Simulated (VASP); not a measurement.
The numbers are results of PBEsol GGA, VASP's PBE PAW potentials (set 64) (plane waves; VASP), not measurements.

VASP ran on this input.

### KPOINTS
```
Automatic mesh
0
Gamma
7 7 14
0 0 0
```

INCAR:
```
ALGO  =  Normal
GGA  =  PS   # PBEsol
SYSTEM  =  HfV3N4
LCHARG  =  .TRUE.
ISMEAR  =  -5   # tetrahedra, Bloechl
EDIFF  =  1E-7
LMAXMIX  =  6
LWAVE  =  .FALSE.
LASPH  =  .TRUE.
LREAL  =  .FALSE.   # projection in real space or not
ISIF  =  2
LORBIT  =  11
PREC  =  Accurate
ENCUT  =  520   # plane-wave cut-off (eV)
NEDOS  =  601
NELM  =  100
```

### POSCAR
```
HfV3N4
1
    0.0142238370     4.1919092345     4.2019263982
    4.1919092345     0.0142238370     4.2019263982
    2.1030665358     2.1030665358    -0.0000000000
V N Hf
3 4 1
Direct
  0.0000000000   1.0000000000   1.0000000000
  0.0000000000   0.5000000000   0.0000000000
  0.5000000000   1.0000000000   1.0000000000
  0.2430283544   0.2430283544   0.5139432912
  0.2373258484   0.7626741516   0.5000000000
  0.7626741516   0.2373258484   0.5000000000
  0.7569716456   0.7569716456   0.4860567088
  0.5000000000   0.5000000000   0.0000000000
```

POTCAR, in this order: V_sv N Hf_pv (PBE.64 set). Program: vasp_std.

The run wrote:

OSZICAR:
```
       N       E                     dE             d eps       ncg     rms          rms(c)
DAV:   1     0.886007373773E+03    0.88601E+03   -0.38065E+04 10512   0.187E+03
DAV:   2     0.604433232573E+01   -0.87996E+03   -0.86186E+03 10572   0.583E+02
DAV:   3    -0.996475771966E+02   -0.10569E+03   -0.10396E+03 13847   0.169E+02
DAV:   4    -0.103824483577E+03   -0.41769E+01   -0.41444E+01 12752   0.331E+01
DAV:   5    -0.103925308470E+03   -0.10082E+00   -0.10147E+00 12928   0.499E+00    0.883E+01
DAV:   6    -0.924401847258E+02    0.11485E+02   -0.27480E+02 13366   0.906E+01    0.403E+01
DAV:   7    -0.889567708348E+02    0.34834E+01   -0.20102E+02 14142   0.821E+01    0.480E+01
DAV:   8    -0.883295775886E+02    0.62719E+00   -0.47996E+01 13992   0.315E+01    0.350E+01
DAV:   9    -0.862881059282E+02    0.20415E+01   -0.71190E+01 14367   0.322E+01    0.132E+01
DAV:  10    -0.844098192424E+02    0.18783E+01   -0.76701E+00 14036   0.137E+01    0.623E+00
DAV:  11    -0.847076446663E+02   -0.29783E+00   -0.60850E+00 13907   0.109E+01    0.879E+00
DAV:  12    -0.843776768653E+02    0.32997E+00   -0.75842E+00 14094   0.104E+01    0.340E+00
DAV:  13    -0.842907862069E+02    0.86891E-01   -0.44184E-01 13658   0.312E+00    0.720E-01
DAV:  14    -0.842921281516E+02   -0.13419E-02   -0.10088E-02 12690   0.712E-01    0.853E-01
DAV:  15    -0.842875390817E+02    0.45891E-02   -0.49559E-02 13961   0.130E+00    0.295E-01
DAV:  16    -0.842873413662E+02    0.19772E-03   -0.17354E-03 13391   0.284E-01    0.793E-02
DAV:  17    -0.842873272039E+02    0.14162E-04   -0.13834E-04 14249   0.785E-02    0.717E-02
DAV:  18    -0.842873324757E+02   -0.52718E-05   -0.19783E-04 13938   0.868E-02    0.130E-02
DAV:  19    -0.842873378103E+02   -0.53347E-05   -0.98225E-06 13666   0.193E-02    0.663E-03
DAV:  20    -0.842873346715E+02    0.31388E-05   -0.26458E-06 13168   0.114E-02    0.228E-03
DAV:  21    -0.842873358667E+02   -0.11951E-05   -0.33108E-07  8512   0.420E-03    0.132E-03
DAV:  22    -0.842873355442E+02    0.32248E-06   -0.48110E-08  5783   0.164E-03    0.567E-04
DAV:  23    -0.842873354183E+02    0.12587E-06   -0.19769E-08  5692   0.836E-04    0.294E-04
DAV:  24    -0.842873352829E+02    0.13541E-06   -0.72436E-09  5648   0.533E-04    0.117E-04
DAV:  25    -0.842873352990E+02   -0.16107E-07   -0.19024E-09  5596   0.297E-04
   1 F= -.84287335E+02 E0= -.84287335E+02  d E =0.000000E+00
```

### OUTCAR
```
------------------------ aborting loop because EDIFF is reached ----------------------------------------
  FORCE on cell =-STRESS in cart. coord.  units (eV):
  Direction    XX          YY          ZZ          XY          YZ          ZX
  --------------------------------------------------------------------------------------
  Total        0.1197091      0.1197091     -0.2295466      0.1814846      0.0000000      0.0000000
  in kB        2.5975901      2.5975901     -4.9809732      3.9380681      0.0000000      0.0000000
  external PRESSURE =       0.0714023 kB  Pullay stress =       0.0000000 kB
  volume of cell :       73.84
      direct lattice vectors                 reciprocal lattice vectors
     0.014223837  4.191909234  4.201926398    -0.119683498  0.119683498  0.118993041
     4.191909234  0.014223837  4.201926398     0.119683498 -0.119683498  0.118993041
     2.103066536  2.103066536  0.000000000     0.237748065  0.237748065 -0.237986082
 POSITION                                       TOTAL-FORCE (eV/Angst)
 -----------------------------------------------------------------------------------
      0.00000      0.00000      0.00000         0.000000     -0.000000      0.000000
      2.09595      0.00711      2.10096         0.000000     -0.000000      0.000000
      0.00711      2.09595      2.10096        -0.000000     -0.000000      0.000000
      2.10307      2.10307      2.04237        -0.000000     -0.000000      0.019143
      4.25197      2.05723      4.20193         0.026161     -0.026161      0.000000
      2.05723      4.25197      4.20193        -0.026161      0.026161      0.000000
      4.20613      4.20613      6.36148         0.000000      0.000000     -0.019143
      2.10307      2.10307      4.20193        -0.000000     -0.000000      0.000000
 -----------------------------------------------------------------------------------
    total drift:                                0.000000      0.000000      0.000000
  FREE ENERGIE OF THE ION-ELECTRON SYSTEM (eV)
  ---------------------------------------------------
  free  energy   TOTEN  =       -84.2873352990 eV

  energy  without entropy=      -84.2873352990  energy(sigma->0) =      -84.28733530

 total charge

# of ion       s       p       d       tot
------------------------------------------
    1        2.254   6.306   3.155  11.715
    2        2.230   6.257   3.148  11.635
    3        2.230   6.257   3.148  11.635
    4        1.236   2.498   0.000   3.734
    5        1.239   2.530   0.000   3.769
    6        1.239   2.530   0.000   3.769
    7        1.236   2.498   0.000   3.734
    8        0.337   6.760   1.936   9.033
--------------------------------------------------
tot         12.000  35.638  11.386  59.024
```
(Selected blocks of OUTCAR.)

For a metal the tetrahedron method with Blöchl corrections gives inexact stress and forces.

The structure was generated: HfV3N4 was put into an ordered model structure (Cmmm), which need not be its known phase. It was relaxed first. The run is not spin-polarised, so no magnetic state was tried. The electron count is odd and the run is not spin-polarised, which forces a metal.
